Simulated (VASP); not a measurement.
All values below come from PBE GGA, VASP's PBE PAW potentials (set 64) (plane waves; VASP 6.6.1).

Input for VASP

### POSCAR
```
Ru2N
1
    2.7477640000     0.0000000000     0.0000000000
   -1.3738820000     2.3796330000     0.0000000000
    0.0000000000     0.0000000000    16.2340770000
N Ru
1 2
Direct
  0.0000000000   0.0000000000   0.5000000000
  0.3333330000   0.6666670000   0.5688080000
  0.6666670000   0.3333330000   0.4311920000
```

INCAR:
```
SYSTEM = Ru2N
PREC = Accurate
ENCUT = 400
EDIFF = 1E-6
NELM = 100
ALGO = Normal
LREAL = .FALSE.
LASPH = .TRUE.
ISMEAR = 0
SIGMA = 0.136
GGA = PE
LMAXMIX = 4
LWAVE = .FALSE.
LCHARG = .FALSE.
ISIF = 2
```

**KPOINTS**
```
Automatic mesh
0
Gamma
14 14 1
0 0 0
```

POTCAR, in this order: N Ru_pv (PBE.64 set). Program: vasp_std.

The cell holds a wide vacuum, so values per volume refer to the whole cell.

Q: Predict the energy per atom (σ→0), largest force, band gap (on the k-mesh).

A: 
```json
{
 "energy per atom (σ→0)": "-7.169 eV/atom",
 "band gap (on the k-mesh)": "none (metal, semimetal or under 0.01 eV)",
 "largest_force": "5.682 eV/Å"
}
```

**OSZICAR**
```
...
DAV:  14    -0.215329870032E+02   -0.70629E-05   -0.21127E-05   888   0.140E-02    0.853E-03
DAV:  15    -0.215330276165E+02   -0.40613E-04   -0.63134E-06   820   0.110E-02    0.354E-03
DAV:  16    -0.215330720506E+02   -0.44434E-04   -0.18878E-06   668   0.566E-03    0.218E-03
DAV:  17    -0.215331188155E+02   -0.46765E-04   -0.19837E-06   664   0.498E-03    0.174E-03
DAV:  18    -0.215331316115E+02   -0.12796E-04   -0.51941E-07   604   0.251E-03    0.366E-04
DAV:  19    -0.215331338109E+02   -0.21994E-05   -0.92514E-08   568   0.998E-04    0.163E-04
DAV:  20    -0.215331346210E+02   -0.81006E-06   -0.44636E-08   516   0.679E-04
   1 F= -.21533135E+02 E0= -.21508012E+02  d E =-.502453E-01
```

The cell is a sheet with vacuum, built from a generated structure.
